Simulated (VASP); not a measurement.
Input:

```xyz
1
Lattice="-1.7070 1.7070 1.7070 1.7070 -1.7070 1.7070 1.7070 1.7070 -1.7070" Properties=species:S:1:pos:R:3 pbc="T T T"
Ta     0.0000     0.0000     0.0000
```

All values below come from vdW-DF2, VASP's PBE PAW potentials (set 64) (plane waves; VASP). Settings: 520 eV cut-off, 15×15×15 Γ-centred mesh, first-order Methfessel-Paxton smearing of 0.10 eV, potentials Ta_pv.

Unless said otherwise, spin-orbit coupling is left out, though it shifts the bands of the heavy elements here.

Q: Estimate the energy per atom (σ→0), pressure, band gap (on the k-mesh) with the smallest direct gap where there is one.

A: 
```json
{
  "band gap (on the k-mesh)": "none (metal, semimetal or under 0.01 eV)",
  "energy per atom (σ→0)": "-7.944 eV/atom",
  "pressure": "-5.07 GPa"
}
```

Total energies compare only between runs with the same potentials, cut-off and functional.

The compound is Ta in the bcc structure. This cell is one point of a volume scan, at 1.03 of the reference volume.
